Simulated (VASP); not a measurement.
Computed with vdW-DF-cx, VASP's PBE PAW potentials (set 64) (plane waves; VASP).

A VASP calculation is set up with these files.

### INCAR
```
SYSTEM = As
PREC = Accurate; ENCUT = 520; LREAL = F
LASPH = T
EDIFF = 1E-7; NELM = 100; ALGO = Normal
LMAXMIX = 4
ISMEAR = 1; SIGMA = 0.1
GGA = CX; LUSE_VDW = T; AGGAC = 0.0
IBRION = 2; NSW = 30; ISIF = 4
EDIFFG = -0.01
LWAVE = F; LCHARG = F
```

KPOINTS:
```
Automatic mesh
0
Gamma
12 12 12
0 0 0
```

File POSCAR:
```
As
1
    3.6410344862    -1.9391882100    -0.0479020635
    3.6410344862     1.9391882100    -0.0479020635
    2.6504600234     0.0000000000     3.1614771185
As
2
Direct
  0.2302651951   0.2302651951   0.2302651951
  0.7697348049   0.7697348049   0.7697348049
```

POTCAR, in this order: As (PBE.64 set). Program: vasp_std.

**Question.** Predict the energy per atom (σ→0), band gap (on the k-mesh).

**Answer.** 
| Quantity | Result |
|---|---|
| energy per atom (σ→0) | -3.299 eV/atom |
| band gap (on the k-mesh) | none (metal, semimetal or under 0.01 eV) |

OSZICAR:
```
...
DAV:   2    -0.659780551849E+01    0.91966E-03   -0.64692E-03  3561   0.561E-01    0.109E-01
DAV:   3    -0.659737951308E+01    0.42601E-03   -0.17717E-03  4337   0.250E-01    0.284E-02
DAV:   4    -0.659738645262E+01   -0.69395E-05   -0.11102E-04  3534   0.826E-02    0.131E-02
DAV:   5    -0.659738693010E+01   -0.47747E-06   -0.12769E-05  3820   0.245E-02    0.206E-03
DAV:   6    -0.659738701061E+01   -0.80512E-07   -0.10164E-06  3508   0.777E-03    0.131E-03
DAV:   7    -0.659738712043E+01   -0.10982E-06   -0.14562E-07  2790   0.312E-03    0.191E-04
DAV:   8    -0.659738711721E+01    0.32168E-08   -0.35383E-09  1717   0.468E-04
   5 F= -.65973871E+01 E0= -.65973839E+01  d E =-.308014E-02
```

The compound is As in the a7 structure. This cell is one point of a volume scan, at 1.06 of the reference volume. Symmetry was kept, so distortions that lower it aren't found.
